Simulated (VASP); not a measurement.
Method: TPSS meta-GGA, VASP's PBE PAW potentials (set 64) (plane waves; VASP).

VASP input:

File POSCAR:
```
Se
1.0
  2.1827171420  -3.7805769743   0.0000000000
  2.1827171420   3.7805769743   0.0000000000
  0.0000000000   0.0000000000   5.0724778681
Se
3
Cartesian
  0.4963180497   0.8596480756   3.3816536029
  3.3727981846  -0.0000000000   0.0000000000
  0.4963180497  -0.8596480756   1.6908242652
```

**INCAR**
```
ISIF  =  3   ! ions, shape and volume
NSW  =  60
ENCUT  =  520
EDIFFG  =  -0.02   ! ionic stop
IBRION  =  2   ! conjugate gradients
ALGO  =  Normal   ! blocked Davidson
LMAXMIX  =  4   ! l cut-off of mixed one-centre charges
SIGMA  =  0.05   ! width (eV)
LREAL  =  F   ! projection in real space or not
LASPH  =  T   ! aspherical one-centre terms
LCHARG  =  F
EDIFF  =  1E-6
ISMEAR  =  0   ! Gaussian
METAGGA  =  TPSS
LMIXTAU  =  T
LWAVE  =  F
NELM  =  100   ! most electronic steps
PREC  =  Accurate
SYSTEM  =  Se
```

KPOINTS:
```
Automatic mesh
0
Gamma
5 5 4
0 0 0
```

POTCAR, in this order: Se (PBE.64 set). Program: vasp_std.

Without a dispersion term in the relaxation, distances and binding between the weakly bound layers, chains or molecules are unreliable, and so is what depends on them.

### Question
Predict the energy per atom (σ→0).

### Answer

| Property | Value |
|---|---|
| energy per atom (σ→0) | -11.681 eV/atom |

**OSZICAR**
```
...
DAV:  12    -0.350438226002E+02   -0.39260E-03   -0.19006E-03   477   0.331E-01    0.757E-02
DAV:  13    -0.350437553257E+02    0.67274E-04   -0.24227E-04   487   0.134E-01    0.300E-02
DAV:  14    -0.350438284661E+02   -0.73140E-04   -0.25015E-05   532   0.452E-02    0.203E-02
DAV:  15    -0.350438437919E+02   -0.15326E-04   -0.49115E-05   452   0.587E-02    0.728E-03
DAV:  16    -0.350438650564E+02   -0.21265E-04   -0.16800E-05   482   0.465E-02    0.604E-03
DAV:  17    -0.350438710177E+02   -0.59613E-05   -0.37035E-06   452   0.179E-02    0.209E-03
DAV:  18    -0.350438709013E+02    0.11646E-06   -0.74181E-07   351   0.749E-03
   1 F= -.35043871E+02 E0= -.35043871E+02  d E =-.350439E+02
```

The compound is Se in the trig structure. It was relaxed first. The start is the result of an earlier pass.
